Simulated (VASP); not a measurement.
Level of theory: r2SCAN meta-GGA, VASP's PBE PAW potentials (set 64) (plane waves; VASP).

VASP ran on this input.

**POSCAR**
```
LiMgBN2
1
   -1.8933393497     1.8933393497     4.4211129216
    1.8933393497    -1.8933393497     4.4211129216
    1.8933393497     1.8933393497    -4.4211129216
Li Mg B N
1 1 1 2
Direct
  0.2500000000   0.7500000000   0.5000000000
  0.7500000000   0.2500000000   0.5000000000
  0.5000000000   0.5000000000   0.0000000000
  0.6519842682   0.6519842682   1.0000000000
  0.3480157318   0.3480157318   1.0000000000
```

INCAR:
```
SYSTEM = LiMgBN2
PREC = Accurate; ENCUT = 520; LREAL = .FALSE.
LASPH = .TRUE.
EDIFF = 1E-6; NELM = 100; ALGO = Normal
LMIXTAU = .TRUE.
ISMEAR = 0; SIGMA = 0.05
METAGGA = R2SCAN
IBRION = 2; NSW = 60; ISIF = 3
EDIFFG = -0.02
LWAVE = .FALSE.; LCHARG = .FALSE.
```

### KPOINTS
```
Automatic mesh
0
Gamma
7 7 7
0 0 0
```

POTCAR, in this order: Li_sv Mg B N (PBE.64 set). Program: vasp_std.

The resulting files:

OSZICAR:
```
...
   2 F= -.37713466E+02 E0= -.37713466E+02  d E =0.299688E-01
       N       E                     dE             d eps       ncg     rms          rms(c)
DAV:   1    -0.377540846968E+02   -0.40618E-01   -0.18458E+00  1040   0.130E+01    0.619E-01
DAV:   2    -0.377438076974E+02    0.10277E-01   -0.53832E-02  1325   0.215E+00    0.327E-01
DAV:   3    -0.377426811308E+02    0.11266E-02   -0.94854E-03  1085   0.131E+00    0.155E-01
DAV:   4    -0.377338635905E+02    0.88175E-02   -0.11602E-02  1040   0.159E+00    0.860E-02
DAV:   5    -0.377461124599E+02   -0.12249E-01   -0.56809E-03  1040   0.120E+00    0.225E-02
DAV:   6    -0.377462839691E+02   -0.17151E-03   -0.54166E-04  1180   0.376E-01    0.151E-02
DAV:   7    -0.377465891705E+02   -0.30520E-03   -0.26191E-04  1060   0.287E-01    0.106E-02
DAV:   8    -0.377466829756E+02   -0.93805E-04   -0.39254E-05  1140   0.108E-01    0.746E-03
DAV:   9    -0.377467275927E+02   -0.44617E-04   -0.26986E-05  1060   0.630E-02    0.183E-03
DAV:  10    -0.377467318390E+02   -0.42463E-05   -0.37212E-06  1130   0.273E-02    0.189E-03
DAV:  11    -0.377467350999E+02   -0.32609E-05   -0.15868E-06   819   0.211E-02    0.558E-04
DAV:  12    -0.377467373943E+02   -0.22944E-05   -0.19671E-07   580   0.532E-03    0.884E-04
DAV:  13    -0.377467396177E+02   -0.22234E-05   -0.54611E-08   530   0.365E-03    0.529E-04
DAV:  14    -0.377467395043E+02    0.11343E-06   -0.26655E-08   520   0.182E-03
   3 F= -.37746740E+02 E0= -.37746740E+02  d E =-.330447E-02
       N       E                     dE             d eps       ncg     rms          rms(c)
DAV:   1    -0.377467419123E+02   -0.22946E-05   -0.86222E-05  1040   0.893E-02    0.425E-03
DAV:   2    -0.377467407541E+02    0.11582E-05   -0.25499E-06  1225   0.146E-02    0.222E-03
DAV:   3    -0.377467411224E+02   -0.36825E-06   -0.35784E-07   730   0.836E-03
   4 F= -.37746741E+02 E0= -.37746741E+02  d E =-.330609E-02
       N       E                     dE             d eps       ncg     rms          rms(c)
DAV:   1    -0.377519055298E+02   -0.51648E-02   -0.96941E-02  1090   0.289E+00    0.359E-01
DAV:   2    -0.377482335919E+02    0.36719E-02   -0.10797E-02  1195   0.813E-01    0.125E-01
DAV:   3    -0.377477853780E+02    0.44821E-03   -0.14863E-03  1215   0.399E-01    0.543E-02
DAV:   4    -0.377472259305E+02    0.55945E-03   -0.77058E-04  1040   0.413E-01    0.221E-02
DAV:   5    -0.377476516670E+02   -0.42574E-03   -0.67660E-04  1040   0.404E-01    0.796E-03
DAV:   6    -0.377479487390E+02   -0.29707E-03   -0.82575E-05  1110   0.138E-01    0.333E-03
DAV:   7    -0.377479708295E+02   -0.22091E-04   -0.18080E-05  1065   0.512E-02    0.123E-03
DAV:   8    -0.377479717704E+02   -0.94092E-06   -0.26769E-06  1178   0.236E-02
   5 F= -.37747972E+02 E0= -.37747972E+02  d E =-.123065E-02
       N       E                     dE             d eps       ncg     rms          rms(c)
DAV:   1    -0.377490460756E+02   -0.10752E-02   -0.23826E-02  1090   0.143E+00    0.178E-01
DAV:   2    -0.377480957550E+02    0.95032E-03   -0.26780E-03  1195   0.404E-01    0.621E-02
DAV:   3    -0.377479657029E+02    0.13005E-03   -0.36998E-04  1215   0.203E-01    0.272E-02
DAV:   4    -0.377478209505E+02    0.14475E-03   -0.19643E-04  1040   0.211E-01    0.110E-02
DAV:   5    -0.377479249407E+02   -0.10399E-03   -0.17118E-04  1040   0.206E-01    0.405E-03
DAV:   6    -0.377480059819E+02   -0.81041E-04   -0.20777E-05  1120   0.697E-02    0.170E-03
DAV:   7    -0.377480122130E+02   -0.62312E-05   -0.48702E-06  1065   0.269E-02    0.619E-04
DAV:   8    -0.377480130551E+02   -0.84207E-06   -0.66747E-07   820   0.122E-02
   6 F= -.37748013E+02 E0= -.37748013E+02  d E =-.127193E-02
       N       E                     dE             d eps       ncg     rms          rms(c)
DAV:   1    -0.377485422429E+02   -0.53003E-03   -0.58685E-02  1040   0.228E+00    0.809E-02
DAV:   2    -0.377484104435E+02    0.13180E-03   -0.46110E-04  1350   0.235E-01    0.472E-02
DAV:   3    -0.377482323281E+02    0.17812E-03   -0.26002E-04  1040   0.244E-01    0.965E-03
DAV:   4    -0.377483954901E+02   -0.16316E-03   -0.14719E-04  1040   0.201E-01    0.455E-03
DAV:   5    -0.377484342293E+02   -0.38739E-04   -0.21728E-05  1070   0.773E-02    0.250E-03
DAV:   6    -0.377484353484E+02   -0.11191E-05   -0.72209E-06  1075   0.459E-02    0.145E-03
DAV:   7    -0.377484453848E+02   -0.10036E-04   -0.47132E-06  1040   0.397E-02    0.675E-04
DAV:   8    -0.377484493757E+02   -0.39909E-05   -0.12048E-06   846   0.202E-02    0.254E-04
DAV:   9    -0.377484500145E+02   -0.63880E-06   -0.27711E-07   715   0.856E-03
   7 F= -.37748450E+02 E0= -.37748450E+02  d E =-.436959E-03
       N       E                     dE             d eps       ncg     rms          rms(c)
DAV:   1    -0.377492896636E+02   -0.84029E-03   -0.31118E-01  1040   0.526E+00    0.186E-01
DAV:   2    -0.377486447612E+02    0.64490E-03   -0.24392E-03  1350   0.537E-01    0.108E-01
DAV:   3    -0.377476814212E+02    0.96334E-03   -0.13796E-03  1040   0.563E-01    0.221E-02
DAV:   4    -0.377485657180E+02   -0.88430E-03   -0.81270E-04  1040   0.470E-01    0.103E-02
DAV:   5    -0.377487931335E+02   -0.22742E-03   -0.11202E-04  1070   0.175E-01    0.576E-03
DAV:   6    -0.377487792349E+02    0.13899E-04   -0.32055E-05  1110   0.954E-02    0.339E-03
DAV:   7    -0.377488213554E+02   -0.42120E-04   -0.24046E-05  1040   0.893E-02    0.149E-03
DAV:   8    -0.377488332488E+02   -0.11893E-04   -0.65147E-06  1120   0.465E-02    0.679E-04
DAV:   9    -0.377488373152E+02   -0.40664E-05   -0.14189E-06   801   0.211E-02    0.377E-04
DAV:  10    -0.377488385665E+02   -0.12513E-05   -0.16581E-07   670   0.519E-03    0.125E-04
DAV:  11    -0.377488387593E+02   -0.19278E-06   -0.27571E-08   525   0.248E-03
   8 F= -.37748839E+02 E0= -.37748839E+02  d E =-.825704E-03
       N       E                     dE             d eps       ncg     rms          rms(c)
DAV:   1    -0.377484980838E+02    0.34048E-03   -0.53907E-02  1150   0.245E+00    0.185E-01
DAV:   2    -0.377478480925E+02    0.64999E-03   -0.27402E-03  1325   0.486E-01    0.107E-01
DAV:   3    -0.377476373429E+02    0.21075E-03   -0.50400E-04  1205   0.247E-01    0.436E-02
DAV:   4    -0.377473860430E+02    0.25130E-03   -0.41170E-04  1040   0.275E-01    0.177E-02
DAV:   5    -0.377477569951E+02   -0.37095E-03   -0.14124E-04  1050   0.171E-01    0.699E-03
DAV:   6    -0.377477460248E+02    0.10970E-04   -0.18572E-05  1200   0.501E-02    0.295E-03
DAV:   7    -0.377477619651E+02   -0.15940E-04   -0.10751E-05  1070   0.505E-02    0.267E-03
DAV:   8    -0.377477639518E+02   -0.19866E-05   -0.12427E-06   835   0.168E-02    0.154E-03
DAV:   9    -0.377477698465E+02   -0.58947E-05   -0.30894E-06  1032   0.206E-02    0.103E-03
DAV:  10    -0.377477705286E+02   -0.68211E-06   -0.35550E-07   640   0.900E-03
   9 F= -.37747771E+02 E0= -.37747771E+02  d E =0.106823E-02
       N       E                     dE             d eps       ncg     rms          rms(c)
DAV:   1    -0.377493647982E+02   -0.15950E-02   -0.37994E-02  1150   0.206E+00    0.156E-01
DAV:   2    -0.377488953664E+02    0.46943E-03   -0.19240E-03  1325   0.408E-01    0.900E-02
DAV:   3    -0.377487872123E+02    0.10815E-03   -0.35264E-04  1210   0.205E-01    0.365E-02
DAV:   4    -0.377486175578E+02    0.16965E-03   -0.28849E-04  1040   0.231E-01    0.147E-02
DAV:   5    -0.377488825716E+02   -0.26501E-03   -0.10884E-04  1040   0.150E-01    0.569E-03
DAV:   6    -0.377488751024E+02    0.74693E-05   -0.14566E-05  1205   0.463E-02    0.248E-03
DAV:   7    -0.377488823199E+02   -0.72175E-05   -0.78863E-06  1065   0.430E-02    0.222E-03
DAV:   8    -0.377488812980E+02    0.10218E-05   -0.84913E-07   815   0.136E-02    0.130E-03
DAV:   9    -0.377488793299E+02    0.19682E-05   -0.21468E-06   752   0.176E-02    0.758E-04
DAV:  10    -0.377488799059E+02   -0.57607E-06   -0.31846E-07   595   0.757E-03
  10 F= -.37748880E+02 E0= -.37748880E+02  d E =-.411466E-04
```

### OUTCAR
```
------------------------ aborting loop because EDIFF is reached ----------------------------------------
  FORCE on cell =-STRESS in cart. coord.  units (eV):
  Direction    XX          YY          ZZ          XY          YZ          ZX
  --------------------------------------------------------------------------------------
  Total        0.0154863      0.0154863      0.0071846      0.0000000      0.0000000     -0.0000000
  in kB        0.3965629      0.3965629      0.1839780      0.0000000      0.0000000     -0.0000000
  external PRESSURE =       0.3257013 kB  Pullay stress =       0.0000000 kB
  volume of cell :       62.57
      direct lattice vectors                 reciprocal lattice vectors
    -1.877672226  1.877672226  4.436563281     0.000000000  0.266287158  0.112699846
     1.877672226 -1.877672226  4.436563281     0.266287158  0.000000000  0.112699846
     1.877672226  1.877672226 -4.436563281     0.266287158  0.266287158  0.000000000
 POSITION                                       TOTAL-FORCE (eV/Angst)
 -----------------------------------------------------------------------------------
      1.87767     -0.00000      2.21828        -0.000000     -0.000000      0.000000
     -0.00000      1.87767      2.21828         0.000000     -0.000000      0.000000
      0.00000      0.00000      4.43656        -0.000000     -0.000000      0.000000
      0.00000      0.00000      5.77275        -0.000000     -0.000000      0.000397
      0.00000      0.00000      3.10038         0.000000      0.000000     -0.000397
 -----------------------------------------------------------------------------------
    total drift:                                0.000002     -0.000002      0.000000
  FREE ENERGIE OF THE ION-ELECTRON SYSTEM (eV)
  ---------------------------------------------------
  free  energy   TOTEN  =       -37.7488799059 eV

  energy  without entropy=      -37.7488799059  energy(sigma->0) =      -37.74887991

 reached required accuracy - stopping structural energy minimisation
```
(Selected blocks of OUTCAR.)

**CONTCAR**
```
LiMgBN2
   1.00000000000000
    -1.8776722257952747    1.8776722257952747    4.4365632809163333
     1.8776722257952747   -1.8776722257952747    4.4365632809163333
     1.8776722257952747    1.8776722257952747   -4.4365632809163333
  Li              Mg              B               N
     1     1     1     2
Direct
     0.2500000000000000    0.7500000000000000    0.5000000000000000
     0.7500000000000000    0.2500000000000000    0.5000000000000000
     0.5000000000000000    0.5000000000000000    0.0000000000000000
     0.6505875895633936    0.6505875895633936    0.0000000000000000
     0.3494124104366064    0.3494124104366064    0.0000000000000000
```

The structure comes from a computed database's LiMgBN2 entry (I-4m2); how it stands against other phases isn't given here. This run relaxes it. Symmetry was kept, so distortions that lower it aren't found. The start is the result of an earlier pass.
